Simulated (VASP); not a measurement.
An input for Ansatz (written as the equivalent of a VASP run, and not itself run):

Ansatz 0.2 input:
```yaml
crystal:
  lattice:
    - [0.0000000, 2.8718465, 2.8718465]
    - [2.8718465, 0.0000000, 2.8718465]
    - [2.8718465, 2.8718465, 0.0000000]
  atoms:
    - { symbol: Ga, position: [0.0000000, 0.0000000, 0.0000000] }
    - { symbol: As, position: [0.2500000, 0.2500000, 0.2500000] }
kpoints:
  mp_grid: { grid: [6, 6, 6] }
hamiltonian:
  xc: pbe
  pseudopotentials: { kind: paw }
scf:
  occupations: { method: gaussian, width: 0.05 }
  max_iter: 100
output: { forces: true, stress: true, eigenvalues: true }
```

Write the VASP files for the same calculation (PBE).

This is not unique; one that fits is 
**POSCAR**
```
GaAs
1
    0.0000000000     2.8718464720     2.8718464720
    2.8718464720     0.0000000000     2.8718464720
    2.8718464720     2.8718464720     0.0000000000
Ga As
1 1
Direct
  0.0000000000   0.0000000000   0.0000000000
  0.2500000000   0.2500000000   0.2500000000
```

### KPOINTS
```
Automatic mesh
0
Gamma
6 6 6
0 0 0
```

**INCAR**
```
SYSTEM = GaAs
PREC = Accurate; ENCUT = 400; LREAL = F
LASPH = T
EDIFF = 1E-6; NELM = 100; ALGO = Normal
LMAXMIX = 4
ISMEAR = 0; SIGMA = 0.05
GGA = PE
LWAVE = T; LCHARG = F
```

POTCAR, in this order: Ga_d As (PBE.64 set). Program: vasp_std.

The two are equivalent in intent, not identical: each code has its own PAW files, so the cut-off isn't converted (ENCUT is set for VASP's; basis.ecutwfc is left out, and Ansatz then takes the one that its files recommend); Ansatz stops its SCF on the density residual and VASP on the energy change (EDIFF).

The structure comes from a computed database's GaAs entry (F-43m); how it stands against other phases isn't given here. It was relaxed first.
